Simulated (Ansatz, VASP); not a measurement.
**Te (Tellurium): VASP beside Ansatz**

One calculation is typed for both programs; each brings its own data sets and cutoff. How far apart do they land? The cell is taken from a series of VASP runs on this material, whose earlier steps may have relaxed, scaled or displaced it; both programs get it as it stands.

Main program and level: Ansatz 0.2.0; plane waves, with VASP 6.6.1 beside it; band structure at PBE0.

## (1) The structure

The structure is trigonal, space group P3_121 (No. 152). Conventional cell: a = 4.454 Å, b = 4.454 Å, c = 5.924 Å, α = 90.00°, β = 90.00°, γ = 120.00°. Nearest to Te lie 2 Te at 2.86 Å.

Structure file:

```
Te
1.0
     4.45400    0.00000    0.00000
    -2.22700    3.85728    0.00000
     0.00000    0.00000    5.92400
Te
3
Cartesian
  1.6279 2.8197 0.0000
  -0.5991 1.0376 3.9493
  1.1981 0.0000 1.9747
```

## (2) VASP: band structure, PBE0

Levels along a path test the potential and the projectors away from the mesh points.

Lines of VASP's logs that name or quote its potential files are left out, and so is its time.

The run reads the wave functions of an earlier VASP run, which isn't shown here.

INCAR reads:

```
SYSTEM = Te
PREC = Accurate
ENCUT = 350
EDIFF = 1E-06
NELM = 100
ISMEAR = 0
SIGMA = 0.03
LREAL = .FALSE.
ALGO = Normal
LHFCALC = .TRUE.
AEXX = 0.25
GGA = PE
LASPH = .TRUE.
NBANDS = 15
PRECFOCK = Fast
HFRCUT = -1
LORBIT = 11
LWAVE = .FALSE.
LCHARG = .FALSE.
KPAR = 4
```

POSCAR reads:

```
Te
1.0
    4.4540000000      0.0000000000      0.0000000000
   -2.2270000000      3.8572771485      0.0000000000
    0.0000000000      0.0000000000      5.9240000000
Te
3
Direct
    0.7310000000      0.7310000000      0.0000000000
    0.0000000000      0.2690000000      0.6666666667
    0.2690000000      0.0000000000      0.3333333333
```

KPOINTS reads:

```
Automatic mesh
0
Gamma
4 4 3
0 0 0
```

KPOINTS_OPT reads:

```
Line mode
10
Line-mode
Reciprocal
  0.00000000   0.00000000   0.00000000 GAMMA
  0.50000000   0.00000000   0.00000000 M

  0.50000000   0.00000000   0.00000000 M
  0.33333333   0.33333333   0.00000000 K

  0.33333333   0.33333333   0.00000000 K
  0.00000000   0.00000000   0.00000000 GAMMA

  0.00000000   0.00000000   0.00000000 GAMMA
  0.00000000   0.00000000   0.50000000 A

  0.00000000   0.00000000   0.50000000 A
  0.50000000   0.00000000   0.50000000 L

  0.50000000   0.00000000   0.50000000 L
  0.33333333   0.33333333   0.50000000 H

  0.33333333   0.33333333   0.50000000 H
  0.00000000   0.00000000   0.50000000 A

  0.50000000   0.00000000   0.50000000 L
  0.50000000   0.00000000   0.00000000 M

  0.33333333   0.33333333   0.00000000 K
  0.33333333   0.33333333   0.50000000 H
```

PAW data sets: Te (PBE family, release 64).

On the command line:

```console
$ mpirun -np 4 vasp_std
```

Numbers of over 12 decimals in the logs are rounded to 6 here.

The program printed:

```text
[banner, memory and clock lines left out]
running    4 mpi-ranks, on    1 nodes
 distrk:  each k-point on    1 cores,    4 groups
 distr:  one band on    1 cores,    1 groups

 POSCAR found type information on POSCAR Te
 POSCAR found :  1 types and       3 ions
 LDA part: xc-table for (Slater+PW92), standard interpolation
 found WAVECAR, reading the header
 POSCAR, INCAR and KPOINTS ok, starting setup
 FFT: planning ... GRIDC
 FFT: planning ... GRID_SOFT
 FFT: planning ... GRID
 HFRCUT set to (new)   10.526070
 reading WAVECAR
 the WAVECAR file was read successfully
 initial charge from wavefunction
 entering main loop
       N       E                     dE             d eps       ncg     rms          rms(c)
DAV:   1    -0.132584952279E+02   -0.13258E+02   -0.31410E+00   270   0.113E+01    0.210E+01
DAV:   2    -0.132958871262E+02   -0.37392E-01   -0.90456E-02   326   0.200E+00    0.144E+01
DAV:   3    -0.132957743514E+02    0.11277E-03   -0.63416E-03   373   0.426E-01    0.932E+00
DAV:   4    -0.132950339228E+02    0.74043E-03   -0.91011E-04   340   0.164E-01    0.569E+00
DAV:   5    -0.132947692091E+02    0.26471E-03   -0.24237E-04   348   0.892E-02    0.345E+00
DAV:   6    -0.132946967534E+02    0.72456E-04   -0.70269E-05   347   0.492E-02    0.209E+00
DAV:   7    -0.132946815709E+02    0.15183E-04   -0.22391E-05   340   0.280E-02    0.126E+00
DAV:   8    -0.132946810215E+02    0.54936E-06   -0.73746E-06   340   0.164E-02
   1 F= -.13294681E+02 E0= -.13294681E+02  d E =-.889316E-18
 Start KPOINTS_OPT (optional k-point list driver)
k-point batch [1-9\90]
       N       E                     dE             ncg
DAV:   1     0.584756790995E+03   -0.97773E+03      270
DAV:   2    -0.425222051260E+02   -0.62728E+03      361
DAV:   3    -0.118744981548E+03   -0.76223E+02      305
DAV:   4    -0.120857554251E+03   -0.21126E+01      412
DAV:   5    -0.120880782998E+03   -0.23229E-01      333
DAV:   6    -0.120881061744E+03   -0.27875E-03      398
DAV:   7    -0.120881065635E+03   -0.38908E-05      266
DAV:   8    -0.120881065706E+03   -0.71015E-07      254
[...]
k-point batch [82-90\90]
       N       E                     dE             ncg
DAV:   1     0.471315952176E+03   -0.36931E+04      270
DAV:   2    -0.125982409271E+03   -0.59730E+03      354
DAV:   3    -0.186890374068E+03   -0.60908E+02      298
DAV:   4    -0.188772188110E+03   -0.18818E+01      391
DAV:   5    -0.188793605044E+03   -0.21417E-01      312
DAV:   6    -0.188793839983E+03   -0.23494E-03      370
DAV:   7    -0.188793843130E+03   -0.31476E-05      219
DAV:   8    -0.188793843209E+03   -0.78989E-07      240
```

From OUTCAR (step 2):

```text
ion  position               nearest neighbor table
   1  0.731  0.731  0.000-   3 2.86   2 2.86   3 3.47   2 3.47   2 3.47   3 3.47
   2  0.000  0.269  0.667-   1 2.86   3 2.86   1 3.47   1 3.47   3 3.47   3 3.47
   3  0.269  0.000  0.333-   1 2.86   2 2.86   1 3.47   1 3.47   2 3.47   2 3.47

  LATTYP: Found a hexagonal cell.
 ALAT       =     4.4540000000
 C/A-ratio  =     1.3300404131

 Subroutine GETGRP returns: Found  6 space group operations
 (whereof  2 operations were pure point group operations)

The static configuration has the point symmetry C_2 .
 The point group associated with its full space group is D_3 .

 Found      9 irreducible k-points:

   k-points           NKPTS =      9   k-points in BZ     NKDIM =     48   number of bands    NBANDS=     15

   dimension x,y,z NGX =    28 NGY =   28 NGZ =   36
   dimension x,y,z NGXF=    56 NGYF=   56 NGZF=   72

   ENCUT  =  350.0 eV  25.72 Ry    5.07 a.u.   6.79  6.79  9.04*2*pi/ulx,y,z

   NELECT =      18.0000    total number of electrons

 k-points in reciprocal lattice and weights: Automatic mesh
   0.00000000  0.00000000  0.00000000       0.021
   0.25000000  0.00000000  0.00000000       0.125
   0.50000000  0.00000000  0.00000000       0.062
   0.25000000  0.25000000  0.00000000       0.125
   0.00000000  0.00000000  0.33333333       0.042
   0.25000000  0.00000000  0.33333333       0.125
   0.00000000  0.25000000  0.33333333       0.125
   0.50000000  0.00000000  0.33333333       0.125
   0.25000000  0.25000000  0.33333333       0.250

  exchange ACFDT corr.  =         0.00000000  see jH, gK, PRB 81, 115126

 average (electrostatic) potential at core
       1 -84.8824       2 -84.8824       3 -84.8824

 E-fermi :   5.1925

 k-point     1 :       0.0000    0.0000    0.0000
  band No.  band energies     occupation
    ...
      5       2.3027      2.00000
      6       2.3027      2.00000
      7       3.3433      2.00000
      8       3.3433      2.00000
      9       4.2351      2.00000
     10       7.4396      0.00000
     11       7.4396      0.00000
     12       8.1540      0.00000
     13      11.5528      0.00000
     14      11.5528      0.00000
    ...

 k-point     2 :       0.2500    0.0000    0.0000
  band No.  band energies     occupation
    ...
      5       0.9720      2.00000
      6       1.4607      2.00000
      7       3.6392      2.00000
      8       4.1921      2.00000
      9       4.3463      2.00000
     10       7.2194      0.00000
     11       7.4484      0.00000
     12       8.3292      0.00000
     13      10.3140      0.00000
     14      11.9236      0.00000
    ...

 k-point     3 :       0.5000    0.0000    0.0000
  band No.  band energies     occupation
    ...
      5       0.3573      2.00000
      6       1.2177      2.00000
      7       1.2781      2.00000
      8       4.1706      2.00000
      9       4.3632      2.00000
     10       7.1947      0.00000
     11       7.2895      0.00000
     12       9.3965      0.00000
     13      10.4870      0.00000
     14      14.1365      0.00000
    ...

  energy-cutoff  :      350.00
  volume of cell :      101.78
      direct lattice vectors                 reciprocal lattice vectors
     4.454000000  0.000000000  0.000000000     0.224517288  0.129625117  0.000000000
    -2.227000000  3.857277149  0.000000000     0.000000000  0.259250233  0.000000000
     0.000000000  0.000000000  5.924000000     0.000000000  0.000000000  0.168804862

 POSITION                                       TOTAL-FORCE (eV/Angst)
 -----------------------------------------------------------------------------------
      1.62794      2.81967      0.00000         0.216072      0.374247      0.000000
     -0.59906      1.03761      3.94933         0.216072     -0.374247      0.000000
      1.19813      0.00000      1.97467        -0.432143     -0.000000     -0.000000
 -----------------------------------------------------------------------------------
    total drift:                               -0.000000     -0.000001      0.000000

  FREE ENERGIE OF THE ION-ELECTRON SYSTEM (eV)
  ---------------------------------------------------
  free  energy   TOTEN  =       -13.2946810215 eV

  energy  without entropy=      -13.2946810215  energy(sigma->0) =      -13.29468102

 total charge
# of ion       s       p       d       tot
------------------------------------------
    1        1.392   1.928   0.044   3.363
    2        1.392   1.928   0.044   3.363
    3        1.392   1.928   0.044   3.363
--------------------------------------------------
tot          4.175   5.783   0.131  10.089

[... 3 further parts left out ...]
```

[end of part 1 of 2]

[Lines on the potential files, build, host, timing and source positions are cut from VASP's logs without a mark.]

[Logs are printed without paths, hosts, clocks, repeated set-up lines and the standing remarks that a program may print on its own settings, such as how far it seeks lower states.]

[Hosts, paths, dates, database ids (printed as entryN), source tags and the programs' standing remarks are cut or masked in the printed files.]
